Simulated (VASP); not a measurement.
The system is SiB2.

```xyz
3
Lattice="2.9747 0.0000 0.0000 -1.4873 2.5762 0.0000 0.0000 0.0000 3.5820" Properties=species:S:1:pos:R:3 pbc="T T T"
Si    0.0000    0.0000    0.0000
B     0.0000    1.7174    1.7910
B     1.4873    0.8587    1.7910
```

The cell was built by a generator and needn't be a form met in nature.

```yaml
Program: VASP 6.6.1
Task: relaxation of cell and atoms
Functional: PBE
Potentials_or_basis: VASP PAW PBE potentials, release 64 (Si, B)
Cutoff: 520 eV
k_mesh: 14 × 14 × 10
Occupations: gaussian, width 0.1 eV
Spin: no spin polarisation
```

At the start: pressure -0.6 GPa; volume 9.15 Å³/atom.

Where does the relaxation end?

Over 6 steps the energy falls by 2.2 meV/atom and the volume is 9.04 Å³/atom (-1.2 %); space group P6/mmm (No. 191, to 0.05 Å).

The path:
| step | energy change (eV) | largest force (eV/Å) | pressure (GPa) | volume (Å³) |
| --- | --- | --- | --- | --- |
| 1 | 0.0000 | 0.0000 | -0.55 | 27.45 |
| 2 | -0.0060 | 0.0000 | -0.93 | 27.32 |
| 3 | -0.0061 | 0.0000 | -0.97 | 27.30 |
| 4 | -0.0061 | 0.0000 | -0.96 | 27.30 |
| 5 | -0.0066 | 0.0000 | 0.28 | 27.06 |
| 6 | -0.0067 | 0.0000 | -0.01 | 27.12 |

Final structure:
```
Si B
1.0
     2.98088    0.00000    0.00000
    -1.49044    2.58152    0.00000
     0.00000    0.00000    3.52414
Si B
1 2
Cartesian
  -1.4904 2.5815 0.0000
  0.0000 1.7210 1.7621
  1.4904 0.8605 1.7621
```
